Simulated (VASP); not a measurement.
Runs of VASP 6.6.1 on SnGe2. The structure is cubic, space group Fm-3m (No. 225). Conventional cell: a = 6.615 Å, b = 6.615 Å, c = 6.615 Å, α = 90.00°, β = 90.00°, γ = 90.00°. Sn (site symmetry m-3m) has 8 Ge at 2.86 Å as nearest neighbours. Ge (site symmetry -43m) is surrounded by 4 Sn at 2.86 Å. The cell comes from a database or a generator and needn't be the stable form of this composition.

```tsv
task	cell	k mesh	cutoff (eV)	gap on the mesh (eV)	pressure (GPa)	relaxed volume (Å³/atom)
single point	Fm-3m, 24.13 Å³/atom	12 × 12 × 12	520	none	0.1	-
single point	Fm-3m, 24.13 Å³/atom	6 × 6 × 6	520	none	0.3	-
relaxation of cell and atoms	relaxed	12 × 12 × 12	600	none	0.0	(a)
single point	Fm-3m, 19.68 Å³/atom	6 × 6 × 6	520	none	19.3	-
relaxation of cell and atoms	relaxed	6 × 6 × 6	600	none	0.1	24.20
```

Alike in all rows: level LDA; potentials or basis VASP PAW LDA potentials, release 64 (Sn_d, Ge_d); no spin polarisation; smearing gaussian 0.1 eV.

**Question.** Fill in the values left out.

**Answer.** (a) 24.19.

Caveats: so large a pressure means that the cell lies far from this level's equilibrium, or that cutoff or potentials fall short (some runs); the volume moved by over 15 % at a fixed basis, so the end points are rough (some runs).

A k mesh can miss the band edges, and the runs leave out spin-orbit coupling on Ge, Sn.

A gap of «none» marks a metal or a gap under the smearing width.
